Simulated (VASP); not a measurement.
Here is a VASP 6.6.1 calculation.

Contents of INCAR:

```
SYSTEM = Te2Mo
ALGO = Normal
EDIFF = 1E-6
ENCUT = 520
ISIF = 2
ISMEAR = 0
KPAR = 2
LASPH = .True.
LCHARG = .False.
LMAXMIX = 4
LMIXTAU = .True.
LREAL = .False.
LWAVE = .False.
METAGGA = R2SCAN
NBANDS = 35
NELM = 80
PREC = Accurate
SIGMA = 0.03
```

KPOINTS

```
k-points
0
Gamma
  9 9 2
  0 0 0
```

POSCAR

```
Te2Mo                                   
1.0
    3.4956861320      0.0000000000      0.0000000000
   -1.7478430660      3.0273529983      0.0000000000
    0.0000000000      0.0000000000     13.6948503991
  Te              Mo            
     4     2
Direct
     0.3333333300000021    0.6666666699999979    0.6172431572878239
     0.6666666699999979    0.3333333300000021    0.1172431572878239
     0.3333333300000021    0.6666666699999979    0.8827568427121761
     0.6666666699999979    0.3333333300000021    0.3827568427121761
     0.3333333300000021    0.6666666699999979    0.2500000000000000
     0.6666666699999979    0.3333333300000021    0.7500000000000000
```

The input KPOINTS_OPT:

```
explicit points
141
Reciprocal
 0.0000000000  0.0000000000  0.0000000000 1
 0.0357142857  0.0000000000  0.0000000000 1
 0.0714285714  0.0000000000  0.0000000000 1
 0.1071428571  0.0000000000  0.0000000000 1
 0.1428571429  0.0000000000  0.0000000000 1
 0.1785714286  0.0000000000  0.0000000000 1
[... 133 lines left out ...]
 0.5000000000  0.0000000000  0.5000000000 1
 0.5000000000  0.0000000000  0.0000000000 1
```

Potentials or basis: VASP PAW PBE potentials, release 64 (Te, Mo_sv).

Run with:

```sh
$ cat potpaw_PBE.64/Te/POTCAR potpaw_PBE.64/Mo_sv/POTCAR > POTCAR
$ mpirun -np 2 vasp_std > vasp.out
```

Q: Predict the band gap along the path.

A: 0.70 eV, indirect (least direct gap 1.15 eV).

Q: What does it give for the largest force?

A: 0.268 eV/Å.

Q: Predict the pressure.

A: 3.2 GPa.

Q: Estimate the band gap on the k mesh.

A: 0.77 eV, indirect (least direct gap 1.15 eV).

Stress tensor (GPa, compression positive):
```
3.65 0.00 0.00
0.00 3.65 0.00
0.00 0.00 2.31
```

Caveat: the PAW data sets were made with another functional, which shifts forces and pressure a little; spin-orbit coupling is left out, which moves the levels of the heavy elements.

**The experiment to reproduce.**

“Broadband infrared study of pressure-tunable Fano resonance and metallization transition in 2H-MoTe2”, 2022, pmc:9569381 quotes, for a bulk crystal of Te2Mo at 300 K: band gap 0.88 ± 0.05 eV (indirect).

Measured gap of Te2Mo: 0.88 eV (indirect; 300 K; quoted in “Broadband infrared study of pressure-tunable Fano resonance and metallization transition in 2H-MoTe2”, 2022, pmc:9569381). This calculation gives 0.70 eV (-0.18 eV). Spin-orbit coupling on Mo, Te is left out. The value is that of r2SCAN, without temperature or zero-point motion.
